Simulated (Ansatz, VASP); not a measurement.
# One calculation of MgCd2Se3, two programs

INCAR

```
SYSTEM = MgCd2Se3
  ALGO = Normal
  EDIFF = 1E-6
  ENCUT = 520
  GGA = PE
  ISIF = 2
  ISMEAR = 0
  LASPH = .TRUE.
  LCHARG = .TRUE.
  LELF = .TRUE.
  LREAL = .FALSE.
  LVHAR = .TRUE.
  LWAVE = .FALSE.
  NBANDS = 31
  NELM = 80
  PREC = Accurate
  SIGMA = 0.1
```

KPOINTS

```
k-points
0
G
  6 6 2
  0 0 0
```

The input POSCAR:

```
MgCd2Se3
1.0
    4.1330215600      0.0000000000      0.0000000000
   -2.0665107800      3.5793016600      0.0000000000
    0.0000000000      0.0000000000     10.1237939100
Mg Cd Se
1 2 3
Direct
    0.6666666700      0.3333333300      0.3333333300
    0.0000000000      0.0000000000      0.0000000000
    0.3333333300      0.6666666700      0.6666666700
    0.3333333300      0.6666666700      0.9166666700
    0.6666666700      0.3333333300      0.5833333300
    0.0000000000      0.0000000000      0.2500000000
```

Input for Ansatz:

```yaml
crystal:
  lattice:
    - [4.13302156, 0.0, 0.0]
    - [-2.06651078, 3.57930166, 0.0]
    - [0.0, 0.0, 10.12379391]
  atoms:
    - { symbol: Mg, position: [0.66666667, 0.33333333, 0.33333333] }
    - { symbol: Cd, position: [0.0, 0.0, 0.0] }
    - { symbol: Cd, position: [0.33333333, 0.66666667, 0.66666667] }
    - { symbol: Se, position: [0.33333333, 0.66666667, 0.91666667] }
    - { symbol: Se, position: [0.66666667, 0.33333333, 0.58333333] }
    - { symbol: Se, position: [0.0, 0.0, 0.25] }
basis:
  ecutwfc: 420
kpoints:
  mp_grid: { grid: [6, 6, 2] }
hamiltonian:
  xc: pbe
scf:
  occupations: { method: gaussian, width: 0.1 }
  lower_state_search: "off"
output:
  forces: true
  stress: true
  eigenvalues: true
```

Alike in both runs: task single point; functional PBE; k mesh 6 × 6 × 2; occupations gaussian, width 0.1 eV; no spin polarisation.

|  | VASP | Ansatz |
| --- | --- | --- |
| version | VASP 6.6.1 | Ansatz 0.2.0 |
| potentials or method | VASP PAW PBE potentials, release 64 (Mg, Cd, Se) | scalar-relativistic, plane waves, PAW |
| plane-wave cutoff (eV) | 520 | 420 |
| valence electrons in the cell | 44 | 98 |

Ansatz gave:

```
gap on the k mesh at the Fermi level (eV)       : 1.30
least direct gap on the mesh (eV)               : 1.30
pressure (GPa)                                  : 9.2
largest component of the traceless stress (GPa) : 0.08
rms of the force components (eV/Å)              : 0.240
```

Problem. What did VASP give for the same quantities?

Solution. gap on the k mesh at the Fermi level (eV): 1.31; least direct gap on the mesh (eV): 1.31; pressure (GPa): 9.5; largest component of the traceless stress (GPa): 0.08; rms of the force components (eV/Å): 0.258.

Atom by atom the forces differ by 0.017 eV/Å (rms over components). The two sets of potentials don't hold the same shells in valence.

A hybrid or GW would open this gap; PBE tends to underestimate it.
